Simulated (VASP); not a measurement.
Here is the system:

```
CuZn
1.0
    2.74567     0.00000     0.00000
    0.00000     2.74567     0.00000
    0.00000     0.00000     2.74567
Zn Cu
1 1
Cartesian
  1.37283   1.37283   1.37283
  0.00000   0.00000   0.00000
```

Method: LDA (Ceperley-Alder, Perdew-Zunger), VASP's LDA PAW potentials (set 64) (plane waves; VASP 6.6.1). Settings: 500 eV cut-off, 13×13×13 Γ-centred mesh, first-order Methfessel-Paxton smearing of 0.10 eV, potentials Zn Cu.

Energy and stress use the plane-wave basis of the starting cell.

The ions, cell shape and volume at an external pressure of 45.0 GPa are relaxed. Predict the relaxed structure.

```
CuZn
1.0
    2.70290     0.00000     0.00000
    0.00000     2.70290     0.00000
    0.00000     0.00000     2.70290
Zn Cu
1 1
Direct
  0.50000   0.50000   0.50000
  0.00000   0.00000   0.00000
```
Space group Pm-3m (221), at a tolerance of 0.03 Å.

How do energy and volume change from the first to the last step?

The energy (σ→0) changes by +109.8 meV/atom and the volume by -4.6 %, in 4 ionic steps.

The compound is CuZn in the CsCl type structure. This run relaxes it under an external pressure of 45 GPa. Symmetry was kept, so distortions that lower it aren't found. The electron count is odd and the run is not spin-polarised, which forces a metal.
